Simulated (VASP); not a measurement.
Method: rev-vdW-DF2, VASP's PBE PAW potentials (set 64) (plane waves; VASP).

The input files of a VASP run:

**KPOINTS**
```
Automatic mesh
0
gamma
 8 8 5
```

INCAR:
```
SYSTEM = AlN
PREC = Accurate; ENCUT = 520; LREAL = .FALSE.
LASPH = .TRUE.
EDIFF = 1E-7; NELM = 100; ALGO = Normal
ISMEAR = 0; SIGMA = 0.05
GGA = MK; LUSE_VDW = .TRUE.; AGGAC = 0.0
PARAM1 = 0.1234568; PARAM2 = 0.7114; ZAB_VDW = -1.8867
IBRION = 2; NSW = 30; ISIF = 4
EDIFFG = -0.01
LWAVE = .FALSE.; LCHARG = .FALSE.
```

POSCAR:
```
AlN
1.0
  1.5608083404  -2.7033993406   0.0000000000
  1.5608083404   2.7033993406   0.0000000000
  0.0000000000   0.0000000000   4.9996074737
Al N
2 2
Cartesian
  1.5608083404  -0.9011349158   2.5001471399
  1.5608083404   0.9011349158   0.0003434030
  1.5608083404  -0.9011349158   4.4093103888
  1.5608083404   0.9011349158   1.9095066519
```

POTCAR, in this order: Al N (PBE.64 set). Program: vasp_std.

The resulting files:

OSZICAR:
```
       N       E                     dE             d eps       ncg     rms          rms(c)
DAV:   1     0.567802737781E+02    0.56780E+02   -0.76375E+03   720   0.119E+03
DAV:   2    -0.263601320802E+02   -0.83140E+02   -0.75937E+02  1048   0.226E+02
DAV:   3    -0.305948256080E+02   -0.42347E+01   -0.42116E+01   932   0.550E+01
DAV:   4    -0.306330068669E+02   -0.38181E-01   -0.38168E-01   852   0.597E+00
DAV:   5    -0.306335544510E+02   -0.54758E-03   -0.54756E-03   900   0.744E-01    0.122E+01
DAV:   6    -0.257536299985E+02    0.48799E+01   -0.17771E+01   876   0.321E+01    0.414E+00
DAV:   7    -0.257664715342E+02   -0.12842E-01   -0.67910E-01   776   0.644E+00    0.285E+00
DAV:   8    -0.257508913951E+02    0.15580E-01   -0.92225E-02   800   0.318E+00    0.490E-01
DAV:   9    -0.257456850535E+02    0.52063E-02   -0.21346E-02   924   0.109E+00    0.241E-01
DAV:  10    -0.257461388423E+02   -0.45379E-03   -0.21087E-03   840   0.360E-01    0.138E-01
DAV:  11    -0.257460702659E+02    0.68576E-04   -0.17026E-04   848   0.111E-01    0.342E-02
DAV:  12    -0.257460715836E+02   -0.13177E-05   -0.56075E-06   820   0.235E-02    0.574E-03
DAV:  13    -0.257460715494E+02    0.34164E-07   -0.40735E-06   872   0.156E-02    0.332E-03
DAV:  14    -0.257460716985E+02   -0.14909E-06   -0.19111E-07   556   0.428E-03    0.760E-04
DAV:  15    -0.257460717137E+02   -0.15218E-07   -0.23411E-08   420   0.169E-03
   1 F= -.25746072E+02 E0= -.25746072E+02  d E =-.257461E+02
       N       E                     dE             d eps       ncg     rms          rms(c)
DAV:   1    -0.257461493185E+02   -0.77620E-04   -0.43712E-03   720   0.632E-01    0.279E-02
DAV:   2    -0.257461342024E+02    0.15116E-04   -0.35053E-05   912   0.566E-02    0.159E-02
DAV:   3    -0.257461258133E+02    0.83891E-05   -0.11742E-05   892   0.291E-02    0.898E-04
DAV:   4    -0.257461259027E+02   -0.89331E-07   -0.65807E-07   800   0.733E-03
   2 F= -.25746126E+02 E0= -.25746126E+02  d E =-.541889E-04
```

**OUTCAR**
```
------------------------ aborting loop because EDIFF is reached ----------------------------------------
  FORCE on cell =-STRESS in cart. coord.  units (eV):
  Direction    XX          YY          ZZ          XY          YZ          ZX
  --------------------------------------------------------------------------------------
  Total       -0.0069532     -0.0069532      0.0149161      0.0000000      0.0000000      0.0000000
  in kB       -0.2640418     -0.2640418      0.5664211      0.0000000      0.0000000      0.0000000
  external PRESSURE =       0.0127791 kB  Pullay stress =       0.0000000 kB
  volume of cell :       42.19
      direct lattice vectors                 reciprocal lattice vectors
     1.560335573 -2.702580484  0.000000000     0.320443890 -0.185008366  0.000000000
     1.560335573  2.702580484  0.000000000     0.320443890  0.185008366 -0.000000000
     0.000000000  0.000000000  5.002637602     0.000000000  0.000000000  0.199894552
  FREE ENERGIE OF THE ION-ELECTRON SYSTEM (eV)
  ---------------------------------------------------
  free  energy   TOTEN  =       -25.7461259027 eV

  energy  without entropy=      -25.7461259027  energy(sigma->0) =      -25.74612590

 reached required accuracy - stopping structural energy minimisation
```
(Selected blocks of OUTCAR.)

CONTCAR:
```
AlN
   1.00000000000000
     1.5603355731499611   -2.7025804837084464    0.0000000000000000
     1.5603355731499611    2.7025804837084464    0.0000000000000000
     0.0000000000000000    0.0000000000000000    5.0026376023387575
  Al              N
     2     2
Direct
     0.6666669999999968    0.3333330000000032    0.5001903370128908
     0.3333330000000032    0.6666669999999968    0.0001903370128908
     0.6666669999999968    0.3333330000000032    0.8818096629871071
     0.3333330000000032    0.6666669999999968    0.3818096629871071
```

The compound is AlN in the wurtzite structure. This run relaxes it. Symmetry was kept, so distortions that lower it aren't found.
